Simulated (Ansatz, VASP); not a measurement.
# Cross-check of Sc between VASP and Ansatz

Aim: how closely do two programs agree when they are given the same cell, functional and k mesh? The cell is taken from a series of runs on this material, whose earlier steps may have relaxed, scaled, displaced or heated it; both programs get it as it stands.

Method: plane waves, with VASP 6.6.1 beside it; zone-centre phonons at PBEsol, in Ansatz 0.2.0.

**1. The starting structure**

The structure is hexagonal, space group P6_3/mmc (No. 194). Conventional cell: a = 3.251 Å, b = 3.251 Å, c = 5.284 Å, α = 90.00°, β = 90.00°, γ = 120.00°. Nearest to Sc lie 12 Sc at 3.24 to 3.25 Å.

**2. Ansatz: zone-centre phonons, PBEsol, pair 1**

Ansatz runs on its PAW soft_1 files.

Second derivatives magnify differences that forces hide, and they need a tight electronic threshold.

input.yaml

```yaml
crystal:
  lattice:
    - [3.2513826555, 0.0, 0.0]
    - [-1.6256913277, 2.8157799771, 0.0]
    - [0.0, 0.0, 5.2835654071]
  atoms:
    - { symbol: Sc, position: [0.3333333362, 0.6666666638, 0.25] }
    - { symbol: Sc, position: [0.6666666638, 0.3333333362, 0.75] }
kpoints:
  mp_grid: { grid: [15, 15, 8] }
hamiltonian:
  xc: pbesol
  pseudopotentials: { kind: paw, azcp: { folder: soft_1 }, xc_functional: pbe }
scf:
  occupations: { method: methfessel_paxton, width: 0.2 }
output:
  eigenvalues: true
phonons:
  method: dfpt
```

Launch:

```console
ansatz run input.yaml --threads 4 --pin off --max-ram 10240MiB --backend cpu --events-out ev --progress --plain --runs-dir out
```

Numbers of over 12 decimals in the logs are rounded to 6 here.

The program printed:

```text
zone centre: on kpoints.mp_grid the ground state, and the responses unless they are solved on pairs of k-points, stand on 320 of the mesh's 1800 k-points, reduced under 4 symmetry operations, with k and −k counted as one. Each operation leaves every solved displacement unchanged or reverses it
Engine: ansatz 0.2.0, x86_64-unknown-linux-gnu
Pseudopotentials: kind: paw
Pseudopotential: Sc, paw, valence charge 11, recommended cutoff 420 eV (normal), soft_1/Sc.paw.azcp
Functional definition: PBEsol
  exchange = pbesol_x
  correlation = pbesol_c
Crystal: 2 atoms, lattice volume = 48.372 Å³
Basis set: ecut = 420 eV, 965 PW (Γ), exchange–correlation on 48×48×72 points (8 copies of the dense FFT grid, shifted against one another)
Bands: 15, of which v1, the nominal top of the filled ones, is band 11 counted from 1 (10 counted from 0)
Symmetry: 24 space group operations
k-points: 320 of 1800 (irreducible under 4 space group operations, time reversal used)
Non-local potential: Sc, projectors of the file, l = 0: 3, l = 1: 2, l = 2: 3, l = 3: 1
PAW form: soft (Blöchl's): semilocal exchange-correlation on the pseudo side does not see the compensation charge
PAW frozen core: Sc, regenerated for the run's functional, and the local potential with it (the file was generated under x = pbe(κ = 0.804, μ = 0.219515), c = pbe(β = 0.066725))
PAW one-centre angular grid: Sc, 590 points (default); XC on 64 Gauss nodes
Initial density: superposition of atomic densities (chi_scale 0.1, normalization cell)
Initial wavefunctions: pseudopotential atomic-orbital guess
Functional: x = pbesol(κ = 0.804, μ = 0.123457), c = pbesol(β = 0.046)
SCF iter   1: F=—  HF=-4222.873192 eV  |F-HF|=—  |Δ(HF+E_count)|=         —  Δρ=2.60e-2  dr2=4.26e-1  ethr=3.10e-3  ⟨swp⟩=3.1  Hψ=17455  notcnv=0
preconditioner: auto → Kerker (q_TF=auto, 2.393 Å⁻¹)  [metal: Δε(μ)=0.010 eV  Ē_g=2.698 eV  σ=0.200 eV  W_gap=0.04  n_scr=10 (ndim 8)  ℏωp=13.1 eV  f_vac=0.000  D(μ)=4.40/eV (n_scr^D=54)]
SCF iter   2: F=—  HF=-4222.764479 eV  |F-HF|=—  |Δ(HF+E_count)|=   1.09e-1  S|Δr|=    0.00e0  Δρ=1.38e-2  dr2=1.31e-1  ethr=1.94e-3  ⟨swp⟩=2.0  Hψ=8426  notcnv=0
SCF iter   3: F=—  HF=-4222.722334 eV  |F-HF|=—  |Δ(HF+E_count)|=   4.21e-2  S|Δr|=    0.00e0  Δρ=2.57e-3  dr2=2.53e-3  ethr=5.96e-4  ⟨swp⟩=3.0  Hψ=8827  notcnv=0
SCF iter   4: F=—  HF=-4222.722445 eV  |F-HF|=—  |Δ(HF+E_count)|=   1.11e-4  S|Δr|=    0.00e0  Δρ=3.72e-4  dr2=6.47e-5  ethr=1.15e-5  ⟨swp⟩=1.8  Hψ=5434  notcnv=0
SCF iter   5: F=—  HF=-4222.722448 eV  |F-HF|=—  |Δ(HF+E_count)|=   2.87e-6  S|Δr|=    0.00e0  Δρ=5.51e-5  dr2=1.45e-6  ethr=2.94e-7  ⟨swp⟩=2.3  Hψ=6732  notcnv=0
SCF iter   6: F=—  HF=-4222.722451 eV  |F-HF|=—  |Δ(HF+E_count)|=   3.50e-6  S|Δr|=    0.00e0  Δρ=1.44e-5  dr2=6.53e-8  ethr=6.58e-9  ⟨swp⟩=2.4  Hψ=8642  notcnv=0
SCF iter   7: F=—  HF=-4222.722451 eV  |F-HF|=—  |Δ(HF+E_count)|=   4.88e-9  S|Δr|=    0.00e0  Δρ=2.80e-6  dr2=4.23e-9  ethr=2.97e-10  ⟨swp⟩=2.4  Hψ=8728  notcnv=0
SCF iter   8: F=—  HF=-4222.722451 eV  |F-HF|=—  |Δ(HF+E_count)|=  8.71e-10  S|Δr|=    0.00e0  Δρ=3.24e-7  dr2=5.03e-11  ethr=1.92e-11  ⟨swp⟩=2.9  Hψ=8755  notcnv=0
SCF iter   9: F=-4222.722451 eV  HF=-4222.722451 eV  |F-HF|=0.00e0  |Δ(HF+E_count)|=  1.82e-12  S|Δr|=    0.00e0  Δρ=3.51e-8  dr2=7.68e-13  ethr=1.00e-12  ⟨swp⟩=4.1  Hψ=17130  notcnv=0
SCF 1 converged in 9 iterations: F = -4222.722451 eV  dr2 = 7.68e-13
  greatest PAW one-centre occupation: 0.998 electrons in one spin orbital (limit 2), on the Sc atom at site 1 (counted from 0), in its partial waves of l = 0
DFPT response loops at Γ: preconditioner auto → Kerker (q_TF=auto, 2.393 Å⁻¹) (partly filled bands, converged f_vac=0.000); β = 1.00, the filter's whole step (`scf.mixing.beta` (0.50) is not read by the response loops under this deck's `scf.mixing.preconditioner`; to damp them name `kerker` or `kerker_dos`, under which they read `scf.mixing.beta`, and type it under 1.00, their step now; both keys bind the ground state too); Broyden in place of MSR1
SCF converged after 9 iterations
Stability not checked: this state was not tested for a lower state beside it, because cold or Methfessel-Paxton smearing, or corrected tetrahedra, fill the levels in a way that the test cannot read (fill_not_monotonic; see scf.lower_state_search)
Free energy (F): -4222.722451 eV
Harris-Foulkes:  -4222.722451 eV  (|F-HF|=0.00e0)
Internal energy: -4222.716142 eV  (E = F + TS)
E sigma→0 (E₀):  -4222.720874 eV
Entropy (-TS):   -0.006309 eV (-3.155 meV/atom)
Fermi energy:    9.239415 eV
--- Per-component energies (eV) ---
  E_band       = -334.992581
  E_kinetic    = 412.503855
  E_local      = -1679.839880  (includes V_loc(G=0)·N_el)
  E_nonlocal   = 288.693999
  E_hartree    = 598.829655
  E_xc         = -168.737751
  E_vxc        = -208.249653  (∫ρ·V_xc dr)
  E_paw        = -1934.344245  (= ΣΔE_a)
  E_vpaw       = -345.760283  (= ΣTr[D̂ρ^β])
  E_aug_tail   = 0.000078  (compensation charges beyond the density's cutoff)
  E_ewald      = -1740.079903
  E_core_change = 0.258050  (= ΣΔE_core)
  E_smearing   = -0.006309  (= −TS)
  E_closure    = -0.000000  (closes the sum)
  Σ components = -4222.722451   (vs F -4222.722451, Δ=0.00e0)
--- Band table (eV; the first three rows and the last of 320) ---
  k-point 0: bands = [... 7 lower, -18.4049, 4.0662, 7.4887, 9.5919, 10.8799, 10.8861, 10.8861, 11.2864]
  k-point 1: bands = [... 7 lower, -18.4146, 4.1676, 7.3252, 9.5844, 10.8134, 10.8511, 10.8511, 11.2347]
  k-point 2: bands = [... 7 lower, -18.4208, 4.4648, 6.8640, 9.6339, 10.6272, 10.7985, 10.7985, 11.1080]
  k-point 319: bands = [... 7 lower, -18.4895, 7.8389, 7.8389, 9.3886, 9.3886, 10.0029, 10.0029, 11.5193]
--- Phonons (Γ-DFPT): 2 representative perturbations + reference, on 320 of 1800 k-points (Σ response iterations 6) ---
  k mesh reduced under 4 symmetry operations, with k and −k counted as one. Each operation leaves every solved displacement unchanged or reverses it
  ASR residual: 6.893e-6 → 0.000e0 eV/Å²; symmetrization residual: 1.785e-10 eV/Å²
  ASR residual per site (eV/Å²): 6.89e-6 6.89e-6
  Γ frequencies (cm⁻¹): 0.00 0.00 0.00 123.31 123.31 201.95
  non-analytic LO–TO correction: not included (Born effective charges unavailable; polar crystals: no LO–TO splitting at Γ)
```

Reading the cycles: dr2 is the Hartree energy of the density residual (eV), the measure of convergence; HF is the Harris–Foulkes estimate of the energy, which meets the free energy F at convergence.

**3. VASP: zone-centre phonons, PBEsol, pair 1**

The same cell, functional, mesh and smearing now go to VASP, with its own data sets.

Lines of VASP's logs that name or quote its potential files are left out, and so is its time.

INCAR

```
SYSTEM = Sc
PREC = Accurate
ENCUT = 500
EDIFF = 1E-08
NELM = 120
ISMEAR = 1
SIGMA = 0.2
LREAL = .FALSE.
ALGO = Normal
GGA = PS
NBANDS = 17
LASPH = .TRUE.
LORBIT = 11
LWAVE = .FALSE.
LCHARG = .FALSE.
ISIF = 2
IBRION = 8
GGA_COMPAT = .FALSE.
KPAR = 2
```

POSCAR

```
Sc
1.0
    3.2513826555      0.0000000000      0.0000000000
   -1.6256913277      2.8157799771      0.0000000000
    0.0000000000      0.0000000000      5.2835654071
Sc
2
Direct
    0.3333333362      0.6666666638      0.2500000000
    0.6666666638      0.3333333362      0.7500000000
```

KPOINTS

```
Automatic mesh
0
Gamma
15 15 8
0 0 0
```

The projector-augmented-wave data sets are Sc_sv (PBE family, release 64).

Launch:

```console
mpirun -np 2 vasp_std
```

The program printed:

```text
[banner, memory and clock lines left out]
running    2 mpi-ranks, on    1 nodes
 distrk:  each k-point on    1 cores,    2 groups
 distr:  one band on    1 cores,    1 groups

 POSCAR found type information on POSCAR Sc
 POSCAR found :  1 types and       2 ions
|                                                                             |
|               ----> ADVICE to this user running VASP <----                  |
|                                                                             |
|     You enforced a specific xc type in the INCAR file but a different       |
|     [... a line on the potential file left out ...]
|     I HOPE YOU KNOW WHAT YOU ARE DOING!                                     |
|                                                                             |

 LDA part: xc-table for (Slater+PW92), standard interpolation
 POSCAR, INCAR and KPOINTS ok, starting setup
 FFT: planning ... GRIDC
 FFT: planning ... GRID_SOFT
 FFT: planning ... GRID
 WAVECAR not read
 entering main loop
       N       E                     dE             d eps       ncg     rms          rms(c)
DAV:   1     0.356812953634E+03    0.35681E+03   -0.10908E+04  4598   0.134E+03
DAV:   2     0.533073045480E+01   -0.35148E+03   -0.34548E+03  5758   0.574E+02
DAV:   3    -0.143890885016E+02   -0.19720E+02   -0.19194E+02  7532   0.162E+02
DAV:   4    -0.147291821794E+02   -0.34009E+00   -0.33863E+00  6712   0.200E+01
DAV:   5    -0.147338114300E+02   -0.46293E-02   -0.46274E-02  7768   0.239E+00    0.804E+00
DAV:   6    -0.133805196781E+02    0.13533E+01   -0.30505E+00  5934   0.203E+01    0.238E+00
DAV:   7    -0.132043486027E+02    0.17617E+00   -0.77071E-01  6108   0.925E+00    0.853E-01
DAV:   8    -0.131930603594E+02    0.11288E-01   -0.33289E-02  6176   0.244E+00    0.271E-01
DAV:   9    -0.131912069732E+02    0.18534E-02   -0.97175E-03  6207   0.106E+00    0.199E-02
DAV:  10    -0.131912244024E+02   -0.17429E-04   -0.12214E-04  7632   0.161E-01    0.785E-03
DAV:  11    -0.131912216471E+02    0.27553E-05   -0.40303E-06  6705   0.207E-02    0.251E-03
DAV:  12    -0.131912232905E+02   -0.16434E-05   -0.63030E-07  7685   0.721E-03    0.854E-04
DAV:  13    -0.131912230700E+02    0.22055E-06   -0.20840E-08  5028   0.163E-03    0.674E-05
DAV:  14    -0.131912230639E+02    0.60386E-08   -0.18761E-09  3958   0.983E-04
   1 F= -.13191223E+02 E0= -.13189135E+02  d E =-.626372E-02
 Linear response reoptimize wavefunctions to high precision
DAV:   1    -0.131912230742E+02   -0.10293E-07   -0.77542E-10  4186   0.487E-04
DAV:   2    -0.131912230743E+02   -0.31832E-10   -0.35151E-10  3510   0.423E-04
 Linear response DOF=           2
 Linear response progress:
  Degree of freedom:   1/  2
       N       E                     dE             d eps       ncg     rms          rms(c)
RMM:   1    -0.741824073543E+00   -0.74182E+00   -0.65849E+01 19362   0.216E+02
RMM:   2    -0.738658761215E+00    0.31653E-02   -0.13945E-01 28145   0.445E+00    0.120E-01
RMM:   3    -0.738084524542E+00    0.57424E-03   -0.13529E-02 33353   0.105E+00    0.395E-02
RMM:   4    -0.737213018301E+00    0.87151E-03   -0.14016E-03 37767   0.281E-01    0.199E-02
RMM:   5    -0.736932306563E+00    0.28071E-03   -0.16313E-04 39074   0.965E-02    0.125E-02
RMM:   6    -0.736923075853E+00    0.92307E-05   -0.21522E-05 34455   0.379E-02    0.582E-03
RMM:   7    -0.737008619220E+00   -0.85543E-04   -0.86728E-06 38777   0.253E-02    0.278E-03
RMM:   8    -0.737106172316E+00   -0.97553E-04   -0.46231E-06 39648   0.129E-02    0.526E-04
RMM:   9    -0.737118074511E+00   -0.11902E-04   -0.40622E-06 40351   0.781E-03    0.128E-04
RMM:  10    -0.737111830589E+00    0.62439E-05   -0.35306E-06 39096   0.636E-03    0.100E-04
RMM:  11    -0.737116519289E+00   -0.46887E-05   -0.30093E-06 39116   0.596E-03    0.274E-05
RMM:  12    -0.737115774284E+00    0.74501E-06   -0.24578E-06 39983   0.584E-03    0.159E-05
RMM:  13    -0.737115949524E+00   -0.17524E-06   -0.18549E-06 40499   0.575E-03    0.107E-05
RMM:  14    -0.737115964501E+00   -0.14977E-07   -0.14043E-06 41397   0.571E-03    0.939E-06
[...]
RMM:  19    -0.737116141355E+00   -0.77221E-08   -0.60969E-07 44680   0.568E-03    0.225E-06
RMM:  20    -0.737116138081E+00    0.32739E-08   -0.56725E-07 45613   0.568E-03    0.329E-06
RMM:  21    -0.737116131559E+00    0.65227E-08   -0.53030E-07 45668   0.568E-03    0.345E-06
RMM:  22    -0.737116133530E+00   -0.19716E-08   -0.50451E-07 46722   0.568E-03    0.318E-06
RMM:  23    -0.737116143513E+00   -0.99831E-08   -0.48836E-07 46939   0.569E-03    0.169E-06
RMM:  24    -0.737116144933E+00   -0.14195E-08   -0.47135E-07 47782   0.569E-03    0.191E-06
RMM:  25    -0.737116145957E+00   -0.10240E-08   -0.47107E-07 47533   0.569E-03    0.190E-06
RMM:  26    -0.737116145909E+00    0.47672E-10   -0.45732E-07 48203   0.569E-03    0.203E-06
 first order change of Fermi-energy   0.19360E-04
 force on displaced ion       1 direction 1 :  -1.271  -0.001   0.000
 Linear response progress:
  Degree of freedom:   2/  2
       N       E                     dE             d eps       ncg     rms          rms(c)
RMM:   1    -0.815222421218E+00   -0.81522E+00   -0.66520E+01  6620   0.218E+02
RMM:   2    -0.812862218732E+00    0.23602E-02   -0.14484E-01  9552   0.455E+00    0.136E-01
RMM:   3    -0.813282327262E+00   -0.42011E-03   -0.11030E-02 10985   0.103E+00    0.484E-02
RMM:   4    -0.812351759040E+00    0.93057E-03   -0.15569E-03 11943   0.294E-01    0.173E-02
RMM:   5    -0.812206290829E+00    0.14547E-03   -0.21704E-04 13174   0.947E-02    0.156E-02
RMM:   6    -0.812145732044E+00    0.60559E-04   -0.53025E-05 12042   0.392E-02    0.817E-03
RMM:   7    -0.812114014366E+00    0.31718E-04   -0.16683E-05 14203   0.238E-02    0.251E-03
RMM:   8    -0.812138962280E+00   -0.24948E-04   -0.12124E-05 13155   0.122E-02    0.694E-04
RMM:   9    -0.812152169707E+00   -0.13207E-04   -0.77645E-06 13822   0.684E-03    0.311E-04
RMM:  10    -0.812159379088E+00   -0.72094E-05   -0.56463E-06 13213   0.545E-03    0.177E-04
RMM:  11    -0.812166327987E+00   -0.69489E-05   -0.33943E-06 13168   0.501E-03    0.279E-05
RMM:  12    -0.812165526549E+00    0.80144E-06   -0.12763E-06 13597   0.488E-03    0.188E-05
RMM:  13    -0.812165822954E+00   -0.29641E-06   -0.16615E-06 13623   0.484E-03    0.629E-06
RMM:  14    -0.812165997427E+00   -0.17447E-06   -0.13452E-06 14222   0.485E-03    0.246E-06
[...]
RMM:  18    -0.812165967529E+00   -0.35941E-07   -0.11198E-06 15233   0.485E-03    0.572E-07
RMM:  19    -0.812165976212E+00   -0.86822E-08   -0.11451E-06 14991   0.486E-03    0.695E-07
RMM:  20    -0.812165966003E+00    0.10209E-07   -0.10328E-06 15570   0.486E-03    0.578E-07
RMM:  21    -0.812165969350E+00   -0.33472E-08   -0.10657E-06 15244   0.487E-03    0.812E-07
RMM:  22    -0.812165964997E+00    0.43531E-08   -0.10072E-06 15714   0.487E-03    0.104E-06
RMM:  23    -0.812165971283E+00   -0.62856E-08   -0.99898E-07 15586   0.487E-03    0.115E-06
RMM:  24    -0.812165963893E+00    0.73894E-08   -0.95082E-07 15989   0.487E-03    0.131E-06
RMM:  25    -0.812165962414E+00    0.14792E-08   -0.92558E-07 15926   0.487E-03    0.123E-06
 first order change of Fermi-energy   0.71057E-05
 force on displaced ion       1 direction 3 :  -0.000   0.000  -3.394
 Linear response finished
```

Parts of OUTCAR (step 3):

```text
ion  position               nearest neighbor table
   1  0.333  0.667  0.250-   2 3.24   2 3.24   2 3.24   2 3.24   2 3.24   2 3.24
   2  0.667  0.333  0.750-   1 3.24   1 3.24   1 3.24   1 3.24   1 3.24   1 3.24

  LATTYP: Found a hexagonal cell.
 ALAT       =     3.2513826555
 C/A-ratio  =     1.6250210962

 Subroutine GETGRP returns: Found 24 space group operations
 (whereof 12 operations were pure point group operations)

The static configuration has the point symmetry D_3d.
 The point group associated with its full space group is D_6h.

 Found    135 irreducible k-points:

   k-points           NKPTS =    135   k-points in BZ     NKDIM =    135   number of bands    NBANDS=     17

   dimension x,y,z NGX =    24 NGY =   24 NGZ =   40
   dimension x,y,z NGXF=    48 NGYF=   48 NGZF=   80

   ENCUT  =  500.0 eV  36.75 Ry    6.06 a.u.   5.93  5.93  9.63*2*pi/ulx,y,z

   NELECT =      22.0000    total number of electrons

 k-points in reciprocal lattice and weights: Automatic mesh
   0.00000000  0.00000000  0.00000000       0.001
   0.06666667 -0.00000000  0.00000000       0.003
   0.13333333 -0.00000000  0.00000000       0.003
   0.20000000 -0.00000000  0.00000000       0.003
   0.26666667 -0.00000000  0.00000000       0.003
   0.33333333  0.00000000  0.00000000       0.003
   0.40000000 -0.00000000  0.00000000       0.003
   0.46666667 -0.00000000  0.00000000       0.003
   0.06666667  0.06666667  0.00000000       0.003
[...]
0.33333333  0.26666667  0.50000000       0.007
   0.33333333  0.33333333  0.50000000       0.001

 average (electrostatic) potential at core
       1 -46.9286       2 -46.9286

  Total       -0.0009296     -0.0009296     -1.0322527     -0.0000000      0.0000000     -0.0000000
  in kB       -0.0307896     -0.0307896    -34.1902849     -0.0000000      0.0000000     -0.0000000
  external PRESSURE =     -11.4172880 kB  Pullay stress =       0.0000000 kB

  energy-cutoff  :      500.00
  volume of cell :       48.37
      direct lattice vectors                 reciprocal lattice vectors
     3.251382656  0.000000000  0.000000000     0.307561461  0.177570692  0.000000000
    -1.625691328  2.815779977  0.000000000     0.000000000  0.355141385  0.000000000
     0.000000000  0.000000000  5.283565407     0.000000000  0.000000000  0.189266134

 POSITION                                       TOTAL-FORCE (eV/Angst)
 -----------------------------------------------------------------------------------
      0.00000      1.87719      1.32089        -0.000000      0.000000      0.000000
      1.62569      0.93859      3.96267         0.000000      0.000000      0.000000
 -----------------------------------------------------------------------------------
    total drift:                               -0.000005      0.000003     -0.000000

 Eigenvectors and eigenvalues of the dynamical matrix
 ----------------------------------------------------

   1 f  =    6.074439 THz    38.166827 2PiTHz  202.621481 cm-1    25.121851 meV
             X         Y         Z           dx          dy          dz
      0.000000  1.877187  1.320891    -0.000000    0.000000   -0.707107
      1.625691  0.938593  3.962674     0.000000    0.000000    0.707107

   2 f  =    3.718123 THz    23.361656 2PiTHz  124.023232 cm-1    15.376914 meV
             X         Y         Z           dx          dy          dz
      0.000000  1.877187  1.320891     0.433107    0.558944   -0.000000
      1.625691  0.938593  3.962674    -0.433107   -0.558944    0.000000

   3 f  =    3.718123 THz    23.361656 2PiTHz  124.023232 cm-1    15.376914 meV
             X         Y         Z           dx          dy          dz
      0.000000  1.877187  1.320891    -0.558944    0.433107    0.000000
      1.625691  0.938593  3.962674     0.558944   -0.433107    0.000000

   4 f  =    0.000000 THz     0.000000 2PiTHz    0.000001 cm-1     0.000000 meV
             X         Y         Z           dx          dy          dz
      0.000000  1.877187  1.320891    -0.379407   -0.596700   -0.000000
      1.625691  0.938593  3.962674    -0.379407   -0.596700    0.000000

   5 f  =    0.000000 THz     0.000000 2PiTHz    0.000000 cm-1     0.000000 meV
             X         Y         Z           dx          dy          dz
      0.000000  1.877187  1.320891     0.000000    0.000000    0.707107
      1.625691  0.938593  3.962674    -0.000000    0.000000    0.707107

   6 f/i=    0.000000 THz     0.000000 2PiTHz    0.000001 cm-1     0.000000 meV
             X         Y         Z           dx          dy          dz
      0.000000  1.877187  1.320891    -0.596700    0.379407   -0.000000
      1.625691  0.938593  3.962674    -0.596700    0.379407    0.000000

 ELASTIC MODULI CONTR FROM IONIC RELAXATION (kBar)
 Direction    XX          YY          ZZ          XY          YZ          ZX
 --------------------------------------------------------------------------------
 XX         -46.2111     46.2111      0.0000     -0.0000      0.0000      0.0000
 YY          46.2111    -46.2111     -0.0000     -0.0000     -0.0000     -0.0000
 ZZ           0.0000     -0.0000     -0.0000      0.0000     -0.0000     -0.0000
 XY          -0.0000     -0.0000      0.0000    -46.2111     -0.0000     -0.0000
 YZ           0.0000     -0.0000     -0.0000     -0.0000     -0.0000     -0.0000
 ZX           0.0000     -0.0000     -0.0000     -0.0000     -0.0000     -0.0000
 --------------------------------------------------------------------------------
```

**4. Side by side**

Known differences besides the potentials themselves: the cutoff is 420 eV in Ansatz and 500 eV in VASP; Ansatz makes its cores anew for this functional, VASP keeps those of its PBE data sets. Total energies have different zeros and are not compared.

The two programs side by side:

```tsv
quantity	Ansatz	VASP	difference
optical mode 1 to 2 (cm⁻¹)	123.3	124.0	-0.58 %
optical mode 3 (cm⁻¹)	201.9	202.6	-0.33 %
```

Modes are paired by rising frequency, not by their patterns, so a pair may set unlike modes beside each other; they are those without the splitting of longitudinal modes.

(Part 1 of 2 ends here.)

[Lines on the potential files, build, host, timing and source positions are cut from VASP's logs without a mark.]

[Logs are printed without paths, hosts, clocks, repeated set-up lines and the standing remarks that a program may print on its own settings, such as how far it seeks lower states.]

[Hosts, paths, dates, database ids (printed as entryN), source tags and the programs' standing remarks are cut or masked in the printed files.]
